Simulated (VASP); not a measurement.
Level of theory: r2SCAN+rVV10, VASP's PBE PAW potentials (set 64) (plane waves; VASP).

The input files of a VASP run:

KPOINTS:
```
Automatic mesh
0
Gamma
13 13 10
0 0 0
```

**INCAR**
```
# general
SYSTEM   = FePt
PREC     = Accurate
ENCUT    = 520   # plane-wave cut-off (eV)
LREAL    = F   # projection in real space or not
LASPH    = T   # aspherical one-centre terms

# electronic loop
EDIFF    = 1E-7   # SCF stop (eV)
NELM     = 100   # most electronic steps
ALGO     = Normal   # blocked Davidson
LMAXMIX  = 6   # l cut-off of mixed one-centre charges
LMIXTAU  = T

# smearing
ISMEAR   = 1   # Methfessel-Paxton
SIGMA    = 0.1   # width (eV)

# functional
METAGGA  = R2SCAN
LUSE_VDW = T
BPARAM   = 11.95
CPARAM   = 0.0093

# spin
ISPIN    = 2
MAGMOM   = 3.2 0.3

# ions
IBRION   = 2   # conjugate gradients
NSW      = 30   # most ionic steps
ISIF     = 4   # ions and shape, fixed volume
EDIFFG   = -0.01

# output
LWAVE    = F
LCHARG   = F
LORBIT   = 10
```

File POSCAR:
```
FePt
1
    2.6704669951     0.0000000000     0.0000000000
    0.0000000000     2.6704669951     0.0000000000
    0.0000000000     0.0000000000     3.6425182099
Fe Pt
1 1
Direct
  0.0000000000   0.0000000000   0.0000000000
  0.5000000000   0.5000000000   0.5000000000
```

POTCAR, in this order: Fe Pt (PBE.64 set). Program: vasp_std.

Output

File OUTCAR:
```
 ion  position               nearest neighbor table
   1  0.000  0.000  0.000-   2 2.62   2 2.62   2 2.62   2 2.62   2 2.62   2 2.62   2 2.62   2 2.62
  LATTYP: Found a simple tetragonal cell.
 ALAT       =     2.6704669951
 C/A-ratio  =     1.3640004601
 Subroutine PRICEL returns:
 Original cell was already a primitive cell.
 Subroutine GETGRP returns: Found 16 space group operations
The static configuration has the point symmetry D_4h.
The dynamic configuration has the point symmetry D_4h.
The overall configuration has the point symmetry D_4h.
 Subroutine INISYM returns: Found 16 space group operations
 Subroutine IBZKPT returns following result:
 Found    168 irreducible k-points:

 Following reciprocal coordinates:
            Coordinates               Weight
  0.000000  0.000000  0.000000      1.000000
  0.076923  0.000000  0.000000      4.000000
  0.153846  0.000000  0.000000      4.000000
  0.230769  0.000000  0.000000      4.000000
  0.307692  0.000000  0.000000      4.000000
  0.384615  0.000000  0.000000      4.000000
  0.461538  0.000000  0.000000      4.000000
  0.076923  0.076923  0.000000      4.000000
  0.153846  0.076923  0.000000      8.000000
  0.230769  0.076923  0.000000      8.000000
  0.307692  0.076923  0.000000      8.000000
  0.384615  0.076923  0.000000      8.000000
  0.461538  0.076923  0.000000      8.000000
  0.153846  0.153846  0.000000      4.000000
  0.230769  0.153846  0.000000      8.000000
  0.307692  0.153846  0.000000      8.000000
  0.384615  0.153846  0.000000      8.000000
  0.461538  0.153846  0.000000      8.000000
  0.230769  0.230769  0.000000      4.000000
  0.307692  0.230769  0.000000      8.000000
  0.384615  0.230769  0.000000      8.000000
  0.461538  0.230769  0.000000      8.000000
  0.307692  0.307692  0.000000      4.000000
  0.384615  0.307692  0.000000      8.000000
  0.461538  0.307692  0.000000      8.000000
  0.384615  0.384615  0.000000      4.000000
  0.461538  0.384615  0.000000      8.000000
  0.461538  0.461538  0.000000      4.000000
  0.000000  0.000000  0.100000      2.000000
  0.076923  0.000000  0.100000      8.000000
  0.153846  0.000000  0.100000      8.000000
  0.230769  0.000000  0.100000      8.000000
  0.307692  0.000000  0.100000      8.000000
  0.384615  0.000000  0.100000      8.000000
  0.461538  0.000000  0.100000      8.000000
  0.076923  0.076923  0.100000      8.000000
  0.153846  0.076923  0.100000     16.000000
  0.230769  0.076923  0.100000     16.000000
  0.307692  0.076923  0.100000     16.000000
  0.384615  0.076923  0.100000     16.000000
   k-points           NKPTS =    168   k-points in BZ     NKDIM =    168   number of bands    NBANDS=     15
   number of dos      NEDOS =    301   number of ions     NIONS =      2
   total plane-waves  NPLWV =  11200
   dimension x,y,z NGX =    20 NGY =   20 NGZ =   28
   dimension x,y,z NGXF=    40 NGYF=   40 NGZF=   56
   ions per type =               1   1
   PREC   = accura    normal or accurate (medium, high low for compatibility)
   ISTART =      0    job   : 0-new  1-cont  2-samecut
   ICHARG =      2    charge: 1-file 2-atom 10-const
   ISPIN  =      2    spin polarized calculation?
   LNONCOLLINEAR =      F non collinear calculations
   LSORBIT =      F    spin-orbit coupling
   INIWAV =      1    electr: 0-lowe 1-rand  2-diag
   ENCUT  =  520.0 eV  38.22 Ry    6.18 a.u.   4.97  4.97  6.77*2*pi/ulx,y,z
   NELM   =    100;   NELMIN=  2; NELMDL= -5     # of ELM steps
   EDIFF  = 0.1E-06   stopping-criterion for ELM
   LREAL  =      F    real-space projection
   NLSPLINE    = F    spline interpolate recip. space projectors
...
```

OSZICAR:
```
       N       E                     dE             d eps       ncg     rms          rms(c)
DAV:   1     0.438200562808E+02    0.43820E+02   -0.91529E+03 10488   0.140E+03
DAV:   2    -0.673863589528E+02   -0.11121E+03   -0.99060E+02 10339   0.269E+02
DAV:   3    -0.708593003847E+02   -0.34729E+01   -0.33971E+01 12706   0.582E+01
DAV:   4    -0.708955350890E+02   -0.36235E-01   -0.36224E-01 11599   0.501E+00
DAV:   5    -0.708965854709E+02   -0.10504E-02   -0.10504E-02 13483   0.963E-01    0.203E+01
DAV:   6    -0.680662021347E+02    0.28304E+01   -0.20427E+01 11460   0.101E+02    0.236E+01
DAV:   7    -0.662053729014E+02    0.18608E+01   -0.79578E+00 12600   0.823E+01    0.959E+00
DAV:   8    -0.661032199533E+02    0.10215E+00   -0.49439E-01 12994   0.114E+01    0.396E+00
DAV:   9    -0.661258915239E+02   -0.22672E-01   -0.13556E-01 11691   0.672E+00    0.252E+00
DAV:  10    -0.661223900211E+02    0.35015E-02   -0.68404E-02 13745   0.654E+00    0.954E-01
DAV:  11    -0.661203408294E+02    0.20492E-02   -0.96610E-03 13511   0.255E+00    0.296E-01
DAV:  12    -0.661204258872E+02   -0.85058E-04   -0.61927E-04 12475   0.318E-01    0.108E-01
DAV:  13    -0.661205526876E+02   -0.12680E-03   -0.75466E-05 11263   0.115E-01    0.685E-02
DAV:  14    -0.661205541792E+02   -0.14916E-05   -0.35707E-05 13320   0.154E-01    0.137E-02
DAV:  15    -0.661205561629E+02   -0.19838E-05   -0.53929E-06 14468   0.356E-02    0.584E-03
DAV:  16    -0.661205564797E+02   -0.31678E-06   -0.41552E-07 11478   0.815E-03    0.541E-03
DAV:  17    -0.661205568850E+02   -0.40535E-06   -0.17641E-07  8890   0.104E-02    0.198E-03
DAV:  18    -0.661205571348E+02   -0.24981E-06   -0.82805E-08  5732   0.625E-03    0.314E-04
DAV:  19    -0.661205571165E+02    0.18330E-07   -0.29521E-08  5495   0.191E-03
   1 F= -.66120557E+02 E0= -.66120192E+02  d E =-.661206E+02  mag=     3.4606
       N       E                     dE             d eps       ncg     rms          rms(c)
DAV:   1    -0.661206076490E+02   -0.50514E-04   -0.28933E-03 11298   0.448E-01    0.444E-02
DAV:   2    -0.661205821193E+02    0.25530E-04   -0.10862E-04 13629   0.260E-01    0.468E-02
DAV:   3    -0.661205751816E+02    0.69377E-05   -0.45007E-05 12703   0.200E-01    0.250E-02
DAV:   4    -0.661205740151E+02    0.11665E-05   -0.86474E-06 13861   0.365E-02    0.105E-02
DAV:   5    -0.661205743470E+02   -0.33199E-06   -0.11801E-06 14329   0.222E-02    0.410E-03
DAV:   6    -0.661205742765E+02    0.70540E-07   -0.12582E-07  7259   0.441E-03
   2 F= -.66120574E+02 E0= -.66120210E+02  d E =-.171600E-04  mag=     3.4584
```

### OUTCAR
```
------------------------ aborting loop because EDIFF is reached ----------------------------------------
  FORCE on cell =-STRESS in cart. coord.  units (eV):
  Direction    XX          YY          ZZ          XY          YZ          ZX
  --------------------------------------------------------------------------------------
  Total        2.5892289      2.5892289      2.6006965      0.0000000     -0.0000000      0.0000000
  in kB      159.6999802    159.6999802    160.4072865      0.0000000     -0.0000000      0.0000000
  external PRESSURE =     159.9357490 kB  Pullay stress =       0.0000000 kB
  volume of cell :       25.98
      direct lattice vectors                 reciprocal lattice vectors
     2.669621675  0.000000000  0.000000000     0.374584912  0.000000000  0.000000000
     0.000000000  2.669621675  0.000000000     0.000000000  0.374584912  0.000000000
     0.000000000  0.000000000  3.644825338     0.000000000  0.000000000  0.274361569
 POSITION                                       TOTAL-FORCE (eV/Angst)
 -----------------------------------------------------------------------------------
      0.00000      0.00000      0.00000         0.000000      0.000000      0.000000
      1.33481      1.33481      1.82241         0.000000      0.000000      0.000000
 -----------------------------------------------------------------------------------
    total drift:                               -0.000000      0.000000      0.000000
  FREE ENERGIE OF THE ION-ELECTRON SYSTEM (eV)
  ---------------------------------------------------
  free  energy   TOTEN  =       -66.1205742765 eV

  energy  without entropy=      -66.1194804723  energy(sigma->0) =      -66.12020968

 total charge

# of ion       s       p       d       tot
------------------------------------------
    1        0.442   0.531   6.113   7.086
    2        0.752   0.752   8.113   9.617
--------------------------------------------------
tot          1.194   1.284  14.226  16.703

 magnetization (x)

# of ion       s       p       d       tot
------------------------------------------
    1        0.015  -0.017   3.147   3.145
    2       -0.027  -0.096   0.446   0.324
--------------------------------------------------
tot         -0.012  -0.113   3.593   3.468

 reached required accuracy - stopping structural energy minimisation
```
(Selected blocks of OUTCAR.)

**CONTCAR**
```
FePt
   1.00000000000000
     2.6696216754343416    0.0000000000000000    0.0000000000000000
     0.0000000000000000    2.6696216754343416    0.0000000000000000
     0.0000000000000000    0.0000000000000000    3.6448253381284843
  Fe              Pt
     1     1
Direct
     0.0000000000000000    0.0000000000000000    0.0000000000000000
     0.5000000000000000    0.5000000000000000    0.5000000000000000
```

OUTCAR:
```
 val. band max:        9.5795050634   @ k =   0.1538   0.0000   0.1000

 cond. band min:       9.5931954975   @ k =   0.3077   0.1538   0.1000


 Fermi energy:         9.5889158745

 spin component 1

 k-point     1 :       0.0000    0.0000    0.0000
  band No.  band energies     occupation
      1      -0.9964      1.00000
      2       2.1558      1.00000
      3       2.4265      1.00000
      4       5.2729      1.00000
      5       5.2729      1.00000
      6       5.7710      1.00000
      7       6.5479      1.00000
      8       6.8512      1.00000
      9       8.7706      1.00000
     10       8.7706      1.00000
     11       8.7977      1.00000
     12      11.9164      0.00000
     13      20.2489      0.00000
     14      22.0389      0.00000
     15      22.0389      0.00000

 k-point     2 :       0.0769    0.0000    0.0000
  band No.  band energies     occupation
      1      -0.8264      1.00000
      2       2.2522      1.00000
      3       2.5384      1.00000
      4       5.2148      1.00000
      5       5.3192      1.00000
      6       5.8184      1.00000
      7       6.5110      1.00000
      8       6.8499      1.00000
      9       8.2487      1.00000
     10       8.6351      1.00000
     11       8.7286      1.00000
     12      12.5813      0.00000
     13      20.0843      0.00000
     14      21.2286      0.00000
     15      22.3541      0.00000

 k-point     3 :       0.1538    0.0000    0.0000
  band No.  band energies     occupation
      1      -0.3412      1.00000
      2       2.4905      1.00000
      3       2.8975      1.00000
      4       5.0513      1.00000
      5       5.4544      1.00000
      6       5.9182      1.00000
      7       6.4115      1.00000
      8       6.8893      1.00000
      9       7.2983      1.00000
     10       8.2111      1.00000
     11       8.6051      1.00000
     12      13.9663      0.00000
     13      18.7801      0.00000
...
```

Unless said otherwise, spin-orbit coupling is left out, though it shifts the bands of the heavy elements here.

The compound is FePt in the L1_0 structure. This cell is one point of a volume scan, at 0.94 of the reference volume. Symmetry was kept, so distortions that lower it aren't found.
